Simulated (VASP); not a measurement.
Given:

```
Au
1.0
    2.86821     0.00000     0.00000
   -1.43410     2.48394     0.00000
    0.00000     0.00000     4.76657
Au
2
Direct
  0.33333   0.66667   0.25000
  0.66667   0.33333   0.75000
```

Calculation: PBEsol GGA with spin-orbit coupling, VASP's PBE PAW potentials (set 64) (plane waves; VASP). Run with 400 eV cut-off, 13×13×7 Γ-centred mesh, Gaussian smearing of 0.050 eV, potentials Au.

Give the energies of bands 13 to 26 at the high-symmetry points, in eV from the Fermi level.

| band | Γ | M | K | A | L | H |
|---|---|---|---|---|---|---|
| 13 | -3.66 | -3.75 | -3.50 | -4.11 | -2.47 | -4.06 |
| 14 | -3.66 | -3.75 | -3.50 | -4.11 | -2.47 | -4.06 |
| 15 | -3.53 | -2.13 | -2.68 | -4.11 | -2.47 | -3.17 |
| 16 | -3.53 | -2.13 | -2.68 | -4.11 | -2.47 | -3.17 |
| 17 | -3.09 | -1.82 | -2.21 | -2.65 | -1.60 | -2.17 |
| 18 | -3.09 | -1.82 | -2.21 | -2.65 | -1.60 | -2.17 |
| 19 | -2.58 | -1.44 | -2.06 | -2.65 | -1.60 | -1.95 |
| 20 | -2.58 | -1.44 | -2.06 | -2.65 | -1.60 | -1.95 |
| 21 | -1.72 | 0.39 | 2.28 | -2.28 | 0.34 | 4.23 |
| 22 | -1.72 | 0.39 | 2.28 | -2.28 | 0.34 | 4.23 |
| 23 | -1.24 | 1.58 | 2.29 | -2.28 | 0.34 | 4.31 |
| 24 | -1.24 | 1.58 | 2.29 | -2.28 | 0.34 | 4.31 |
| 25 | 2.88 | 5.44 | 3.75 | 10.74 | 3.99 | 4.38 |
| 26 | 2.88 | 5.44 | 3.75 | 10.74 | 3.99 | 4.38 |

It has no gap at this level: it comes out as a metal or semimetal.

The structure was generated: Au was put into the hcp type (P6_3/mmc), which need not be its known phase. It was relaxed first.
